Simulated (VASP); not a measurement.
# WI2O2 (Immm) in VASP: single point with PBE+D3(BJ)

Aim: the single point of WI2O2 with PBE+D3(BJ).

Everything below comes from runs of VASP 6.6.1. Logs are shortened: lines on timing, memory, paths and dates and some standing lists are left out, and cuts for length are marked.

### Step 1. The crystal as given

It takes space group Immm (No. 71, orthorhombic). The conventional cell has a = 3.748 Å, b = 3.905 Å, c = 16.628 Å, α = 90.00°, β = 90.00°, γ = 90.00°. W (site symmetry mmm) has 4 O at 1.87 to 1.95 Å as nearest neighbours. Around I (site symmetry mm2) lie 1 W at 2.67 Å. O (site symmetry mmm) is surrounded by 2 W at 1.95 Å. Around O (site symmetry mmm) lie 2 W at 1.87 Å.

### Step 2. Single point, PBE+D3(BJ)

Contents of INCAR:

```
PREC     = Accurate       # precision mode
ENCUT    = 520            # plane-wave cutoff, eV
EDIFF    = 1E-6           # SCF threshold, eV
ISMEAR   = 0              # smearing method
SIGMA    = 0.1            # smearing width, eV
LREAL    = F              # projectors in reciprocal space
LASPH    = T              # aspherical terms in the spheres
NELM     = 100            # most SCF steps
ALGO     = Fast           # electronic algorithm
ISIF     = 2              # what is computed and relaxed
LWAVE    = F              # write WAVECAR
LCHARG   = F              # write CHGCAR
GGA      = PE             # functional
IVDW     = 12             # dispersion correction
NBANDS   = 28             # bands
```

Contents of KPOINTS:

```
Automatic mesh
0
Gamma
  6 6 6
```

Contents of POSCAR:

```
WI2O2
1.0
   -1.8742000000      1.9524500000      8.3141500000
    1.8742000000     -1.9524500000      8.3141500000
    1.8742000000      1.9524500000     -8.3141500000
W I O
1 2 2
Direct
    0.0000000000      0.0000000000      0.0000000000
    0.1607200000      0.1607200000      0.0000000000
    0.8392800000      0.8392800000      0.0000000000
    0.5000000000      0.0000000000      0.5000000000
    0.0000000000      0.5000000000      0.5000000000
```

Potentials or basis: VASP PAW PBE potentials, release 64 (W_sv, I, O).

Launch:

```
$ cat potpaw_PBE.64/W_sv/POTCAR potpaw_PBE.64/I/POTCAR potpaw_PBE.64/O/POTCAR > POTCAR
$ mpirun -np 1 vasp_std > vasp.out
```

OUTCAR:

```text
PREC = Accurate
   ENCUT = 520
   EDIFF = 1E-6
   ISMEAR = 0
   LREAL = F
   LASPH = T
   NELM = 100
   ISIF = 2
   GGA = PE
   IVDW = 12
 IVDW          = 12

 ion  position               nearest neighbor table
   1  0.000  0.000  0.000-   5 1.87   5 1.87   4 1.95   4 1.95   2 2.67   3 2.67
   2  0.161  0.161  0.000-   1 2.67
   3  0.839  0.839  0.000-   1 2.67
   4  0.500  0.000  0.500-   1 1.95   1 1.95
   5  0.000  0.500  0.500-   1 1.87   1 1.87

  LATTYP: Found a body centered orthorhombic cell.
 ALAT       =     3.7484000000
 B/A-ratio  =     1.0417511472
 C/A-ratio  =     4.4361060719

  Lattice vectors:

 A1 = (  -1.8742000000,   1.9524500000,   8.3141500000)
 A2 = (   1.8742000000,  -1.9524500000,   8.3141500000)
 A3 = (   1.8742000000,   1.9524500000,  -8.3141500000)

Analysis of symmetry for initial positions (statically):
=====================================================================
 Subroutine PRICEL returns:
 Original cell was already a primitive cell.

 Routine SETGRP: Setting up the symmetry group for a
 body centered orthorhombic supercell.

 Subroutine GETGRP returns: Found  8 space group operations
 (whereof  8 operations were pure point group operations)
 out of a pool of  8 trial point group operations.

The static configuration has the point symmetry D_2h.

Analysis of symmetry for dynamics (positions and initial velocities):
=====================================================================
 Subroutine PRICEL returns:
 Original cell was already a primitive cell.

 Routine SETGRP: Setting up the symmetry group for a
 body centered orthorhombic supercell.

 Subroutine GETGRP returns: Found  8 space group operations
 (whereof  8 operations were pure point group operations)
 out of a pool of  8 trial point group operations.

The dynamic configuration has the point symmetry D_2h.

 Subroutine INISYM returns: Found  8 space group operations
 (whereof  8 operations are pure point group operations),
 and found     1 'primitive' translations

----------------------------------------------------------------------------------------

                                     Primitive cell

  volume of cell :     121.6953

  direct lattice vectors                    reciprocal lattice vectors
    -1.874200000  1.952450000  8.314150000     0.000000000  0.256088504  0.060138439
     1.874200000 -1.952450000  8.314150000     0.266780493  0.000000000  0.060138439
     1.874200000  1.952450000 -8.314150000     0.266780493  0.256088504  0.000000000

  length of vectors
     8.743556305  8.743556305  8.743556305     0.263055039  0.273474795  0.369801505

  position of ions in fractional coordinates (direct lattice)
     0.000000000  0.000000000  0.000000000
     0.160720000  0.160720000  0.000000000
     0.839280000  0.839280000  0.000000000
     0.500000000  0.000000000  0.500000000
     0.000000000  0.500000000  0.500000000

  ion indices of the primitive-cell ions
   primitive index   ion index
                 1           1
                 2           2
                 3           3
                 4           4
                 5           5

----------------------------------------------------------------------------------------

 KPOINTS: Automatic mesh

Automatic generation of k-mesh.
 Grid dimensions read from file:
 generate k-points for:    6    6    6

 Generating k-lattice:

  Cartesian coordinates                     Fractional coordinates (reciprocal lattice)
     0.000000000  0.042681417  0.010023073     0.166666667  0.000000000  0.000000000
     0.044463416  0.000000000  0.010023073     0.000000000  0.166666667  0.000000000
     0.044463416  0.042681417  0.000000000     0.000000000  0.000000000  0.166666667

  Length of vectors
     0.043842507  0.045579132  0.061633584

  Shift w.r.t. Gamma in fractional coordinates (k-lattice)
     0.000000000  0.000000000  0.000000000

 Subroutine IBZKPT returns following result:
 ===========================================

 Found     46 irreducible k-points:

 Following reciprocal coordinates:
            Coordinates               Weight
  0.000000  0.000000  0.000000      1.000000
  0.166667 -0.000000  0.000000      4.000000
  0.333333 -0.000000  0.000000      4.000000
  0.500000 -0.000000  0.000000      2.000000
 -0.000000  0.166667  0.000000      4.000000
  0.166667  0.166667  0.000000      8.000000
[... 16 lines left out ...]
 -0.166667  0.166667  0.166667      2.000000
  0.166667  0.333333  0.166667      4.000000
 [... further k-points ...]
   k-points           NKPTS =     46   k-points in BZ     NKDIM =     46   number of bands    NBANDS=     28
   number of dos      NEDOS =    301   number of ions     NIONS =      5
   total plane-waves  NPLWV = 343000
   dimension x,y,z NGX =    70 NGY =   70 NGZ =   70
   dimension x,y,z NGXF=   140 NGYF=  140 NGZF=  140
   ions per type =               1   2   2
   NGX,Y,Z   is equivalent  to a cutoff of  13.31, 13.31, 13.31 a.u.
   NGXF,Y,Z  is equivalent  to a cutoff of  26.62, 26.62, 26.62 a.u.
 SYSTEM =  unknown system
   PREC   = accura    normal or accurate (medium, high low for compatibility)
   ISTART =      0    job   : 0-new  1-cont  2-samecut
   ICHARG =      2    charge: 1-file 2-atom 10-const
   ISPIN  =      1    spin polarized calculation?
   LNONCOLLINEAR =      F non collinear calculations
   LSORBIT =      F    spin-orbit coupling
   LASPH  =      T    aspherical Exc in radial PAW
   ENCUT  =  520.0 eV  38.22 Ry    6.18 a.u.  16.26 16.26 16.26*2*pi/ulx,y,z
   NELM   =    100;   NELMIN=  2; NELMDL= -5     # of ELM steps
   EDIFF  = 0.1E-05   stopping-criterion for ELM
   LREAL  =      F    real-space projection
   EDIFFG = 0.1E-04   stopping-criterion for IOM
   NSW    =      0    number of steps for IOM
   IBRION =     -1    ionic relax: 0-MD 1-quasi-New 2-CG
   NFREE  =      0    steps in history (QN), initial steepest desc. (CG)
   ISIF   =      2    stress and relaxation
   ISYM   =      2    0-nonsym 1-usesym 2-fastsym
   POTIM  = 0.5000    time-step for ionic-motion
   TEBEG  =    0.0;   TEEND  =   0.0 temperature during run
   PSTRESS=    0.0 pullay stress
   NELECT =      40.0000    total number of electrons
   NUPDOWN=      -1.0000    fix difference up-down
   EMIN   =  10.00;   EMAX   =-10.00  energy-range for DOS
   EFERMI =   0.00;   METHOD = LEGACY
   ISMEAR =     0;   SIGMA  =   0.10  broadening in eV -4-tet -1-fermi 0-gaus
   EFERMI_NEDOS =   21; number of points for ismear=-14 and -15
   IALGO  =     68    algorithm
   IMIX   =      4    mixing-type and parameters
     AMIX     =   0.40;   BMIX     =  1.00
     AMIX_MAG =   1.60;   BMIX_MAG =  1.00
  volume/ion in A,a.u.               =      24.34       164.25
  Fermi-wavevector in a.u.,A,eV,Ry     =   1.129805  2.135022 17.367292  1.276460
  Thomas-Fermi vector in A             =   2.266500
   LORBIT       =      0    0 simple, 1 ext, 2 COOP (PROOUT), +10 PAW based schemes
   GGA     = PE    functional components
   LHFCALC =     F    Hartree Fock is set to
   AEXX    =    0.0000 exact exchange contribution
   IVDW    =    12    specifies the selected vdW correction
   LEPSILON=     F    determine dielectric tensor
   LRPA    =     F    only Hartree local field effects (RPA)
 non-spin polarized calculation
 RMM-DIIS sequential band-by-band and
 Gauss-broadening in eV      SIGMA  =   0.10
  energy-cutoff  :      520.00
  volume of cell :      121.70
 maximum number of plane-waves:      3311
 NGX is ok and might be reduce to    70
   NGX = 33   NGY = 33   NGZ = 33

 number of electron      40.0000002 magnetization

 Free energy of the ion-electron system (eV)
  ---------------------------------------------------
  ext. energy  EPLUGINS =         0.00000000
  ---------------------------------------------------
  free energy    TOTEN  =       -32.00427093 eV

  energy without entropy =      -32.00038283  energy(sigma->0) =      -32.00232688

 E-fermi :   3.6937     XC(G=0):  -9.0123

 val. band max:        3.6698405966   @ k =   0.5000  -0.0000   0.0000
 cond. band min:       3.7334758715   @ k =   0.1667  -0.1667   0.1667
 fundamental gap:      0.0636352748
 Fermi energy:         3.6936845808

 k-point     1 :       0.0000    0.0000    0.0000
  band No.  band energies     occupation
      1     -72.0915      2.00000
      2     -36.3746      2.00000
      3     -36.2745      2.00000
      4     -36.1565      2.00000
      5     -16.2740      2.00000
      6     -15.3160      2.00000
[... 20 lines left out ...]
     27       9.3434      0.00000
     28      10.4137      0.00000

 k-point     2 :       0.1667   -0.0000    0.0000
  band No.  band energies     occupation
      1     -72.0914      2.00000
      2     -36.3740      2.00000
      3     -36.2893      2.00000
      4     -36.1558      2.00000
      5     -16.2392      2.00000
      6     -15.0822      2.00000
[... 20 lines left out ...]
     27      10.0829      0.00000
     28      11.2050      0.00000

 k-point     3 :       0.3333   -0.0000    0.0000
  band No.  band energies     occupation
      1     -72.0912      2.00000
      2     -36.3728      2.00000
      3     -36.3188      2.00000
      4     -36.1545      2.00000
      5     -16.1930      2.00000
      6     -14.5227      2.00000
[... 20 lines left out ...]
     27      10.8045      0.00000
     28      11.2664      0.00000

 k-point     4 :       0.5000   -0.0000    0.0000
  band No.  band energies     occupation
      1     -72.0911      2.00000
      2     -36.3722      2.00000
      3     -36.3334      2.00000
      4     -36.1538      2.00000
      5     -16.1768      2.00000
      6     -14.1898      2.00000
[... 578 lines left out ...]
     27      10.3680      0.00000
     28      10.9646      0.00000

 k-point    23 :      -0.1667    0.1667    0.1667
  band No.  band energies     occupation
      1     -72.0909      2.00000
      2     -36.4512      2.00000
      3     -36.2709      2.00000
      4     -36.1527      2.00000
      5     -15.4302      2.00000
      6     -14.9560      2.00000
[... 20 lines left out ...]
     27      11.0400      0.00000
     28      11.1743      0.00000

 k-point    24 :       0.1667    0.3333    0.1667
  band No.  band energies     occupation
      1     -72.0904      2.00000
      2     -36.4743      2.00000
      3     -36.3139      2.00000
      4     -36.1495      2.00000
      5     -14.4986      2.00000
      6     -14.4890      2.00000
[... 20 lines left out ...]
     27      10.2247      0.00000
     28      10.9897      0.00000

 [... further k-points ...]

------------------------ aborting loop because EDIFF is reached ----------------------------------------

 Edisp (eV)   -1.23186

 E8    (eV) :    -0.5391

  FORCE on cell =-STRESS in cart. coord.  units (eV):
  Direction    XX          YY          ZZ          XY          YZ          ZX
  --------------------------------------------------------------------------------------
  -------------------------------------------------------------------------------------
  Total       5.31139    -3.70979     2.62110     0.00000     0.00000     0.00000
  in kB      69.92709   -48.84121    34.50812     0.00000     0.00000     0.00000
  external pressure =       18.53 kB  Pullay stress =        0.00 kB

 VOLUME and BASIS-vectors are now :
 -----------------------------------------------------------------------------
  energy-cutoff  :      520.00
  volume of cell :      121.70
      direct lattice vectors                 reciprocal lattice vectors
    -1.874200000  1.952450000  8.314150000     0.000000000  0.256088504  0.060138439
     1.874200000 -1.952450000  8.314150000     0.266780493  0.000000000  0.060138439
     1.874200000  1.952450000 -8.314150000     0.266780493  0.256088504  0.000000000

 POSITION                                       TOTAL-FORCE (eV/Angst)
 -----------------------------------------------------------------------------------
      0.00000      0.00000      0.00000         0.000000     -0.000000     -0.000000
      0.00000      0.00000      2.67250         0.000000      0.000000      0.445762
      0.00000      0.00000     13.95580        -0.000000      0.000000     -0.445762
      0.00000      1.95245      0.00000         0.000000     -0.000000      0.000000
      1.87420      0.00000      0.00000         0.000000     -0.000000     -0.000000
 -----------------------------------------------------------------------------------
    total drift:                                0.000000     -0.000000     -0.000000

  FREE ENERGIE OF THE ION-ELECTRON SYSTEM (eV)
  ---------------------------------------------------
  free  energy   TOTEN  =       -33.2361318407 eV

  energy  without entropy=      -33.2322437432  energy(sigma->0) =      -33.23418779
```

It took 15 min on 1 thread of Intel Xeon Platinum 8259CL at 2.50GHz (Skylake/Cascade Lake), shared host; peak memory 0.73 GiB.

What came out:

```yaml
Free_energy: -33.2361 eV
Pressure: 1.9 GPa
Largest_force: 0.446 eV/Å
Band_gap_on_the_k_mesh: none (metal or under the smearing width)
Dispersion_energy_per_atom: -0.246 eV
```

Forces in eV/Å, atoms in the order of the input:
```
W    0.000  0.000  0.000
I    0.000  0.000  0.446
I    0.000  0.000 -0.446
O    0.000  0.000  0.000
O    0.000  0.000  0.000
```

Stress tensor (GPa, compression positive):
```
 6.99  0.00  0.00
 0.00 -4.88  0.00
 0.00  0.00  3.45
```

Caveat: the k mesh is coarse (spacing up to 0.39 Å⁻¹), so the values aren't converged; pairwise dispersion overbinds metals, which lowers pressure and volume.
